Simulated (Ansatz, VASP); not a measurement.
# HfO2: VASP beside Ansatz

Aim: how closely do two programs agree when they are given the same cell, functional and k mesh? The cell is taken from a series of runs on this material, whose earlier steps may have relaxed, scaled, displaced or heated it; both programs get it as it stands.

Program: Ansatz 0.2.0. Level of theory: plane waves, with VASP 6.6.1 beside it; zone-centre phonons at LDA. Results are calculated unless marked as measured.

## 1. Starting point

Symmetry: P4_2/nmc, No. 137, tetragonal system. The conventional cell has a = 3.573 Å, b = 3.573 Å, c = 5.203 Å, α = 90.00°, β = 90.00°, γ = 90.00°. O has 4 Hf at 2.05 to 2.39 Å nearest. Nearest to Hf lie 8 O at 2.05 to 2.39 Å. Farther neighbours and most contacts between anions are not listed.

As a file:

```cif
data_structure
_symmetry_space_group_name_H-M 'P 1'
_symmetry_Int_Tables_number 1
_cell_length_a 3.5728
_cell_length_b 3.5728
_cell_length_c 5.2030
_cell_angle_alpha 90.000
_cell_angle_beta 90.000
_cell_angle_gamma 90.000
_cell_volume 66.42
loop_
_atom_site_label
_atom_site_type_symbol
_atom_site_fract_x
_atom_site_fract_y
_atom_site_fract_z
_atom_site_occupancy
O1 O 0.00000 0.50000 0.69504 1
O2 O 0.50000 0.00000 0.80496 1
O3 O 0.50000 0.00000 0.30496 1
O4 O 0.00000 0.50000 0.19504 1
Hf5 Hf 0.50000 0.50000 0.50000 1
Hf6 Hf 0.00000 0.00000 0.00000 1
```

## 2. VASP: zone-centre phonons, LDA

Second derivatives magnify differences that forces hide, and they need a tight electronic threshold.

Lines of VASP's logs that name or quote its potential files are left out, and so is its time.

INCAR

```
SYSTEM = HfO2
PREC = Accurate
ENCUT = 600
EDIFF = 1E-08
NELM = 120
ISMEAR = 0
SIGMA = 0.01
LREAL = .FALSE.
ALGO = Normal
GGA = CA
NBANDS = 28
LASPH = .TRUE.
LORBIT = 11
LWAVE = .FALSE.
LCHARG = .FALSE.
ISIF = 2
IBRION = 8
LEPSILON = .TRUE.
GGA_COMPAT = .FALSE.
EFERMI = MIDGAP
KPAR = 2
```

POSCAR

```
HfO2
1.0
    3.5728170637      0.0000000000      0.0000000000
    0.0000000000      3.5728170637      0.0000000000
    0.0000000000      0.0000000000      5.2030110957
O Hf
4 2
Direct
    0.0000000000      0.5000000000      0.6950411837
    0.5000000000      0.0000000000      0.8049588163
    0.5000000000      0.0000000000      0.3049588163
    0.0000000000      0.5000000000      0.1950411837
    0.5000000000      0.5000000000      0.5000000000
    0.0000000000      0.0000000000      0.0000000000
```

KPOINTS

```
Automatic mesh
0
Gamma
8 8 6
0 0 0
```

PAW data sets: O and Hf_pv (LDA family, release 64).

On the command line:

```sh
$ mpirun -np 2 vasp_std
```

Numbers of over 12 decimals in the logs are rounded to 6 here.

Log:

```text
[banner, memory and clock lines left out]
running    2 mpi-ranks, on    1 nodes
 distrk:  each k-point on    1 cores,    2 groups
 distr:  one band on    1 cores,    1 groups

 POSCAR found type information on POSCAR O Hf
 POSCAR found :  2 types and       6 ions
 LDA part: xc-table for (Slater(with rela. corr.)+CA(PZ))
 , standard interpolation
 POSCAR, INCAR and KPOINTS ok, starting setup
 FFT: planning ... GRIDC
 FFT: planning ... GRID_SOFT
 FFT: planning ... GRID
 WAVECAR not read
 entering main loop
       N       E                     dE             d eps       ncg     rms          rms(c)
DAV:   1     0.268488807314E+03    0.26849E+03   -0.27392E+04  3360   0.175E+03
DAV:   2    -0.624265897022E+02   -0.33092E+03   -0.32221E+03  4312   0.402E+02
DAV:   3    -0.768522570460E+02   -0.14426E+02   -0.14372E+02  3992   0.770E+01
DAV:   4    -0.770092768030E+02   -0.15702E+00   -0.15689E+00  4532   0.881E+00
DAV:   5    -0.770104847284E+02   -0.12079E-02   -0.12078E-02  4232   0.725E-01    0.755E+01
DAV:   6    -0.665683125545E+02    0.10442E+02   -0.58714E+01  3868   0.414E+01    0.633E+01
DAV:   7    -0.662458109036E+02    0.32250E+00   -0.26684E+00  4012   0.112E+01    0.364E+01
DAV:   8    -0.661786575106E+02    0.67153E-01   -0.24770E-01  4124   0.381E+00    0.645E+00
DAV:   9    -0.661617355205E+02    0.16922E-01   -0.64541E-02  3760   0.177E+00    0.268E+00
DAV:  10    -0.661605262107E+02    0.12093E-02   -0.56780E-03  4224   0.478E-01    0.142E-01
DAV:  11    -0.661605539814E+02   -0.27771E-04   -0.32524E-04  4188   0.118E-01    0.368E-02
DAV:  12    -0.661605567832E+02   -0.28018E-05   -0.12280E-05  4024   0.214E-02    0.472E-02
DAV:  13    -0.661605565658E+02    0.21739E-06   -0.12496E-06  4220   0.700E-03    0.956E-03
DAV:  14    -0.661605565637E+02    0.21155E-08   -0.82072E-08  4260   0.163E-03
   1 F= -.66160557E+02 E0= -.66160557E+02  d E =0.000000E+00
 Linear response reoptimize wavefunctions to high precision
DAV:   1    -0.661605565659E+02   -0.22010E-08   -0.69592E-09  3524   0.570E-04
DAV:   2    -0.661605565660E+02   -0.41837E-10   -0.22355E-10  2272   0.898E-05
 Linear response G [H, r] |phi>, progress :
  Direction:   1
       N       E                     dE             d eps       ncg     rms
RMM:   1    -0.183594818687E+03   -0.18359E+03    0.13928E+03  4880   0.230E+02
RMM:   2    -0.178750659755E+03    0.48442E+01   -0.67878E+01  5379   0.399E+01
RMM:   3    -0.179479264033E+03   -0.72860E+00   -0.52982E+00  6389   0.697E+00
RMM:   4    -0.179497973612E+03   -0.18710E-01   -0.29566E-01  6837   0.150E+00
RMM:   5    -0.179497475376E+03    0.49824E-03   -0.19288E-02  6631   0.363E-01
RMM:   6    -0.179497531537E+03   -0.56161E-04   -0.11992E-03  6867   0.950E-02
RMM:   7    -0.179497539018E+03   -0.74808E-05    0.68118E-05  6804   0.336E-02
RMM:   8    -0.179497539602E+03   -0.58403E-06    0.13045E-04  6735   0.187E-02
RMM:   9    -0.179497541649E+03   -0.20470E-05   -0.26137E-04  6278   0.157E-02
RMM:  10    -0.179497538976E+03    0.26726E-05    0.17068E-04  6279   0.150E-02
RMM:  11    -0.179497543350E+03   -0.43735E-05    0.30633E-04  6084   0.148E-02
RMM:  12    -0.179497539641E+03    0.37083E-05    0.38552E-04  5732   0.147E-02
 Linear response G [H, r] |phi>, progress :
  Direction:   2
       N       E                     dE             d eps       ncg     rms
RMM:   1    -0.180673884115E+03   -0.18067E+03    0.15992E+03  4907   0.236E+02
RMM:   2    -0.174909562822E+03    0.57643E+01   -0.81752E+01  5405   0.423E+01
RMM:   3    -0.175776609123E+03   -0.86705E+00   -0.62569E+00  6450   0.785E+00
RMM:   4    -0.175801902571E+03   -0.25293E-01   -0.33664E-01  6805   0.167E+00
RMM:   5    -0.175801062033E+03    0.84054E-03   -0.24189E-02  6654   0.410E-01
RMM:   6    -0.175801205585E+03   -0.14355E-03   -0.29411E-03  6897   0.108E-01
RMM:   7    -0.175801194629E+03    0.10956E-04   -0.12095E-03  6828   0.370E-02
RMM:   8    -0.175801187487E+03    0.71420E-05   -0.94526E-04  6689   0.206E-02
RMM:   9    -0.175801205192E+03   -0.17705E-04   -0.25355E-03  6440   0.175E-02
RMM:  10    -0.175801208359E+03   -0.31666E-05   -0.83127E-04  6204   0.167E-02
RMM:  11    -0.175801203506E+03    0.48524E-05   -0.13321E-03  6046   0.164E-02
RMM:  12    -0.175801210477E+03   -0.69708E-05   -0.66237E-04  5706   0.164E-02
 Linear response G [H, r] |phi>, progress :
  Direction:   3
       N       E                     dE             d eps       ncg     rms
RMM:   1    -0.182618671808E+03   -0.18262E+03    0.12750E+03  5228   0.222E+02
RMM:   2    -0.177937893865E+03    0.46808E+01   -0.60019E+01  5448   0.374E+01
RMM:   3    -0.178683967552E+03   -0.74607E+00   -0.41545E+00  6323   0.655E+00
RMM:   4    -0.178731710426E+03   -0.47743E-01   -0.29593E-01  6604   0.146E+00
RMM:   5    -0.178732652231E+03   -0.94180E-03   -0.20161E-02  6477   0.348E-01
RMM:   6    -0.178732976934E+03   -0.32470E-03   -0.45200E-03  6605   0.973E-02
RMM:   7    -0.178732829383E+03    0.14755E-03    0.51370E-03  6630   0.352E-02
[...]
RMM:   7    -0.365277262993E+00    0.19843E-04    0.17026E-07 12428   0.328E-03    0.103E-02
RMM:   8    -0.365259476352E+00    0.17787E-04    0.83426E-08 12162   0.175E-03    0.345E-03
RMM:   9    -0.365259495201E+00   -0.18849E-07    0.17797E-07 13153   0.694E-04    0.133E-03
[...]
RMM:   3    -0.369194370914E+00   -0.10923E-02   -0.18652E-03  9150   0.187E-01    0.513E-01
RMM:   4    -0.370857674751E+00   -0.16633E-02   -0.12297E-03  9249   0.151E-01    0.801E-02
RMM:   5    -0.370799308402E+00    0.58366E-04   -0.10080E-04  9361   0.358E-02    0.240E-02
RMM:   6    -0.370780774078E+00    0.18534E-04   -0.13553E-05  9827   0.912E-03    0.109E-02
RMM:   7    -0.370779648674E+00    0.11254E-05    0.11563E-06  9887   0.334E-03    0.512E-03
RMM:   8    -0.370751049873E+00    0.28599E-04    0.20965E-06  9427   0.268E-03    0.176E-03
RMM:   9    -0.370754433703E+00   -0.33838E-05   -0.60771E-07 10091   0.774E-04    0.687E-04
RMM:  10    -0.370757609317E+00   -0.31756E-05   -0.44242E-07 10001   0.535E-04    0.319E-04
RMM:  11    -0.370757309027E+00    0.30029E-06   -0.19813E-07 10190   0.400E-04    0.100E-04
RMM:  12    -0.370757336653E+00   -0.27626E-07   -0.14853E-07 10305   0.324E-04    0.284E-05
RMM:  13    -0.370757356748E+00   -0.20095E-07   -0.27039E-07 11157   0.314E-04    0.177E-05
RMM:  14    -0.370757378706E+00   -0.21958E-07   -0.25121E-07 11298   0.310E-04    0.666E-06
RMM:  15    -0.370757383280E+00   -0.45742E-08   -0.24479E-07 10869   0.308E-04    0.337E-06
RMM:  16    -0.370757380701E+00    0.25789E-08   -0.26279E-07  9746   0.307E-04    0.656E-07
RMM:  17    -0.370757377843E+00    0.28581E-08   -0.21914E-07  8981   0.307E-04    0.370E-07
RMM:  18    -0.370757377902E+00   -0.58581E-10   -0.25816E-07  8684   0.307E-04    0.128E-07
RMM:  19    -0.370757377866E+00    0.35564E-10   -0.22414E-07  8635   0.307E-04    0.721E-08
 first order change of Fermi-energy  -0.26968E+00
 force on displaced ion       1 direction 3 :   0.000   0.000 -13.261
 Born effective charge ion    1 direction 3 :   0.000   0.000  -2.369
 Linear response progress:
  Degree of freedom:   4/  5
       N       E                     dE             d eps       ncg     rms          rms(c)
RMM:   1    -0.233903001142E+00   -0.23390E+00    0.24464E+00  8812   0.856E+00
RMM:   2    -0.226604022131E+00    0.72990E-02   -0.38630E-02 10971   0.106E+00    0.991E-01
RMM:   3    -0.226097773919E+00    0.50625E-03   -0.13643E-03 12663   0.162E-01    0.590E-01
RMM:   4    -0.225371706177E+00    0.72607E-03   -0.29784E-04 14897   0.797E-02    0.161E-01
RMM:   5    -0.225208267960E+00    0.16344E-03   -0.26366E-05 15587   0.211E-02    0.256E-02
RMM:   6    -0.225241177879E+00   -0.32910E-04   -0.26256E-06 14189   0.111E-02    0.220E-02
RMM:   7    -0.225242244480E+00   -0.10666E-05    0.33212E-06 15946   0.302E-03    0.153E-02
RMM:   8    -0.225240956751E+00    0.12877E-05   -0.83383E-06 15109   0.145E-03    0.124E-03
RMM:   9    -0.225241174123E+00   -0.21737E-06   -0.66148E-06 15184   0.733E-04    0.404E-04
RMM:  10    -0.225241214918E+00   -0.40795E-07   -0.29461E-06 16617   0.450E-04    0.393E-04
RMM:  11    -0.225241234374E+00   -0.19456E-07   -0.13890E-06 15770   0.373E-04    0.107E-04
RMM:  12    -0.225241212393E+00    0.21981E-07   -0.40512E-07 16147   0.334E-04    0.359E-05
RMM:  13    -0.225241245641E+00   -0.33248E-07   -0.14410E-07 16088   0.314E-04    0.495E-06
RMM:  14    -0.225241232956E+00    0.12685E-07    0.59633E-07 16064   0.305E-04    0.652E-06
RMM:  15    -0.225241244976E+00   -0.12019E-07    0.49454E-07 15388   0.300E-04    0.116E-05
RMM:  16    -0.225241243534E+00    0.14417E-08    0.74991E-07 14920   0.297E-04    0.343E-06
RMM:  17    -0.225241243733E+00   -0.19937E-09    0.76916E-07 14397   0.296E-04    0.346E-06
RMM:  18    -0.225241242288E+00    0.14452E-08    0.91532E-07 14064   0.296E-04    0.703E-06
RMM:  19    -0.225241248882E+00   -0.65937E-08    0.76390E-07 14036   0.296E-04    0.557E-06
RMM:  20    -0.225241240839E+00    0.80431E-08    0.92584E-07 13927   0.295E-04    0.534E-06
RMM:  21    -0.225241246540E+00   -0.57017E-08    0.77833E-07 13813   0.295E-04    0.624E-06
 first order change of Fermi-energy   0.36053E-05
 force on displaced ion       5 direction 1 :  -9.641   0.000  -0.002
 Born effective charge ion    5 direction 1 :   5.530   0.000  -0.000
 Linear response progress:
  Degree of freedom:   5/  5
       N       E                     dE             d eps       ncg     rms          rms(c)
RMM:   1    -0.256253266713E+00   -0.25625E+00    0.22854E+00  7098   0.835E+00
RMM:   2    -0.247234361232E+00    0.90189E-02   -0.40174E-02  8448   0.111E+00    0.828E-01
RMM:   3    -0.246339559794E+00    0.89480E-03   -0.27876E-03 10135   0.206E-01    0.533E-01
RMM:   4    -0.245425961153E+00    0.91360E-03   -0.88767E-04  9967   0.161E-01    0.174E-01
RMM:   5    -0.245280353468E+00    0.14561E-03   -0.22719E-04 12119   0.504E-02    0.395E-02
RMM:   6    -0.245329474104E+00   -0.49121E-04   -0.21117E-05 10369   0.195E-02    0.274E-02
RMM:   7    -0.245346004894E+00   -0.16531E-04   -0.55321E-06 11707   0.645E-03    0.239E-02
RMM:   8    -0.245350540195E+00   -0.45353E-05   -0.43220E-06 10839   0.397E-03    0.354E-03
RMM:   9    -0.245354595801E+00   -0.40556E-05   -0.14092E-05 10449   0.274E-03    0.792E-04
RMM:  10    -0.245355203874E+00   -0.60807E-06   -0.48753E-06 11477   0.950E-04    0.283E-04
RMM:  11    -0.245354936498E+00    0.26738E-06   -0.26330E-06 12019   0.496E-04    0.311E-04
RMM:  12    -0.245354703551E+00    0.23295E-06    0.17880E-06 11385   0.408E-04    0.132E-04
RMM:  13    -0.245355189386E+00   -0.48584E-06   -0.40026E-06 12602   0.356E-04    0.234E-05
RMM:  14    -0.245354920746E+00    0.26864E-06   -0.68968E-07 13056   0.343E-04    0.129E-05
[...]
RMM:  18    -0.245354515956E+00    0.70966E-07    0.37567E-06 11538   0.332E-04    0.124E-06
RMM:  19    -0.245354534611E+00   -0.18655E-07    0.31979E-06 11571   0.332E-04    0.126E-06
RMM:  20    -0.245354524977E+00    0.96338E-08    0.37176E-06 10249   0.332E-04    0.896E-07
RMM:  21    -0.245354535211E+00   -0.10233E-07    0.30903E-06 10151   0.332E-04    0.475E-07
RMM:  22    -0.245354523211E+00    0.11999E-07    0.37728E-06 10187   0.332E-04    0.361E-07
RMM:  23    -0.245354530632E+00   -0.74210E-08    0.31393E-06 10215   0.332E-04    0.428E-07
RMM:  24    -0.245354525218E+00    0.54142E-08    0.37472E-06 10239   0.332E-04    0.335E-07
RMM:  25    -0.245354527098E+00   -0.18794E-08    0.32026E-06 10287   0.332E-04    0.392E-07
 first order change of Fermi-energy   0.87616E+00
 force on displaced ion       5 direction 3 :   0.000   0.000 -23.576
 Born effective charge ion    5 direction 3 :   0.000   0.000   4.738
 Born effective charges drift removed
 Linear response finished
```

[end of part 1 of 3]

[Lines on the potential files, build, host, timing and source positions are cut from VASP's logs without a mark.]

[Logs are printed without paths, hosts, clocks, repeated set-up lines and the standing remarks that a program may print on its own settings, such as how far it seeks lower states.]

[Hosts, paths, dates, database ids (printed as entryN), source tags and the programs' standing remarks are cut or masked in the printed files.]
